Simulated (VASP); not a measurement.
Given:

```
GeSe
1.0
   11.36859     0.00000     0.00000
    0.00000     3.82506     0.00000
    0.00000     0.00000     4.71100
Ge Se
4 4
Direct
  0.12910   0.25000   0.11900
  0.87090   0.75000   0.88100
  0.37090   0.75000   0.61900
  0.62910   0.25000   0.38100
  0.84928   0.25000   0.51547
  0.15072   0.75000   0.48453
  0.65072   0.75000   0.01547
  0.34928   0.25000   0.98453
```

Computed with PBE GGA, VASP's PBE PAW potentials (set 64) (plane waves; VASP). Numerical set-up: 300 eV cut-off, 1×3×3 Γ-centred mesh, Gaussian smearing of 0.010 eV, potentials Ge_d Se.

Problem. What does the run give for the energy per atom (σ→0), band gap (on the k-mesh) with the smallest direct gap where there is one?

Solution. 
The band gap (on the k-mesh) is 0.89 eV and the smallest direct gap (on the k-mesh) is 0.89 eV. The energy per atom (σ→0) is -4.172 eV/atom.

The structure comes from a computed database's GeSe entry; how it stands against other phases isn't given here. The cell was not relaxed at this level. The k-mesh is coarse (spacing up to 0.55 per Å, 2π included), so the numbers may not be converged in it.
